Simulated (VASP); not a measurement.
OSZICAR of a VASP run on In (bct):

OSZICAR:
```
       N       E                     dE             d eps       ncg     rms          rms(c)
DAV:   1     0.632157688617E+02    0.63216E+02   -0.56367E+03  9718   0.138E+03
DAV:   2    -0.674153849377E+00   -0.63890E+02   -0.63108E+02  9766   0.263E+02
DAV:   3    -0.297872180649E+01   -0.23046E+01   -0.22984E+01 11210   0.601E+01
DAV:   4    -0.302751113749E+01   -0.48789E-01   -0.48786E-01 12248   0.854E+00
DAV:   5    -0.302963200396E+01   -0.21209E-02   -0.21219E-02 11766   0.146E+00    0.241E+00
DAV:   6    -0.299207681588E+01    0.37555E-01   -0.73090E-02 11028   0.611E+00    0.114E+00
DAV:   7    -0.298494787678E+01    0.71289E-02   -0.19340E-02 11390   0.290E+00    0.294E-01
DAV:   8    -0.298427056665E+01    0.67731E-03   -0.74911E-04 11444   0.570E-01    0.279E-02
DAV:   9    -0.298427220382E+01   -0.16372E-05   -0.10582E-05 13224   0.414E-02    0.153E-02
DAV:  10    -0.298427274217E+01   -0.53834E-06   -0.11066E-06 12794   0.163E-02    0.539E-04
DAV:  11    -0.298427281316E+01   -0.70989E-07   -0.26316E-08  6262   0.314E-03
   1 F= -.29842728E+01 E0= -.29842728E+01  d E =0.000000E+00
```

### Question
Which electronic solver shows in the log?

### Answer
It is blocked Davidson (ALGO = Normal, or the opening steps of other solvers). The INCAR had ALGO = Normal.

### Question
Can the final energy be trusted as converged?

### Answer
The run converged. It stopped with EDIFF = 1E-7, NELM = 100 (PBEsol GGA, plane waves, VASP's PBE PAW potentials (set 64)).

The compound is In in the bct structure. It was relaxed first.
